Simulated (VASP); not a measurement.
Here is a VASP 6.6.1 calculation.

INCAR

```
PREC = Accurate
ENCUT = 520
EDIFF = 1E-7
ISMEAR = 0
SIGMA = 0.02
LREAL = F
LASPH = T
NELM = 60
ALGO = Normal
ISIF = 2
LWAVE = F
LCHARG = F
GGA = PE
NBANDS = 14
```

Contents of KPOINTS:

```
regular mesh
0
Gamma
  12 12 12
```

The input POSCAR:

```
CaO                                     
1.0
    0.0000000000      2.4392843672      2.4392843672
    2.4392843672      0.0000000000      2.4392843672
    2.4392843672      2.4392843672      0.0000000000
  Ca              O             
     1     1
Direct
     0.0000000000000000    0.0000000000000000    0.0000000000000000
     0.5000000000000000    0.5000000000000000    0.5000000000000000
```

Potentials or basis: VASP PAW PBE potentials, release 64 (Ca_pv, O).

The run is started by

```console
$ cat potpaw_PBE.64/Ca_pv/POTCAR potpaw_PBE.64/O/POTCAR > POTCAR
$ mpirun -np 1 vasp_std > vasp.out
```

Problem. Predict the pressure.

Solution. -2.9 GPa.

Problem. Estimate the band gap on the k mesh.

Solution. 3.65 eV, indirect (least direct gap 4.03 eV).

A k mesh can miss the band edges.
